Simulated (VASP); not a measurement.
Crystal: InSbO2.

```
In Sb O
1.0
     3.85000    0.00000    0.00000
     0.00000    3.85000    0.00000
     0.00000    0.00000    4.75000
In Sb O
1 1 2
Direct
  0.00000 0.00000 0.28000
  0.50000 0.50000 0.79000
  0.00000 0.50000 0.00000
  0.50000 0.00000 0.00000
```

The cell was built by a generator and needn't be a form met in nature.

| Item | Value |
| --- | --- |
| Program | VASP 6.6.1 |
| Task | relaxation of cell and atoms |
| Functional | PBE |
| Potentials or basis | VASP PAW PBE potentials, release 64 (In_d, Sb, O) |
| Cutoff | 520 eV |
| k mesh | 4 × 4 × 3 |
| Occupations | gaussian, width 0.15 eV |
| Spin | no spin polarisation |

At the start: pressure 0.4 GPa; volume 17.60 Å³/atom.

Problem. How do energy, volume and symmetry change on relaxing?

Solution. Over 9 steps the energy falls by 11.1 meV/atom and the volume is 18.24 Å³/atom (+3.6 %); space group P4mm (No. 99, to 0.05 Å).

The path:
```tsv
step	energy change (eV)	largest force (eV/Å)	pressure (GPa)	volume (Å³)
1	0.0000	0.3217	0.44	70.41
2	-0.0246	0.2004	-0.43	70.89
3	-0.0271	0.4243	-1.01	71.10
4	-0.0332	0.1085	0.95	70.18
5	-0.0348	0.1956	0.52	70.47
6	-0.0389	0.0949	0.58	70.96
7	-0.0422	0.2094	0.35	72.45
8	-0.0426	0.1059	0.32	72.09
9	-0.0445	0.0290	-0.30	72.95
```

Final structure:
```
In Sb O
1.0
     3.81342    0.00000    0.00000
     0.00000    3.81342    0.00000
     0.00000    0.00000    5.01622
In Sb O
1 1 2
Direct
  0.00000 0.00000 0.28058
  0.50000 0.50000 0.79642
  0.00000 0.50000 0.99650
  0.50000 0.00000 0.99650
```

Caveat: the k mesh is coarse (spacing up to 0.44 Å⁻¹), so the values aren't converged; the relaxation stopped at a loose force limit of 0.08 eV/Å, so its end isn't a converged minimum.
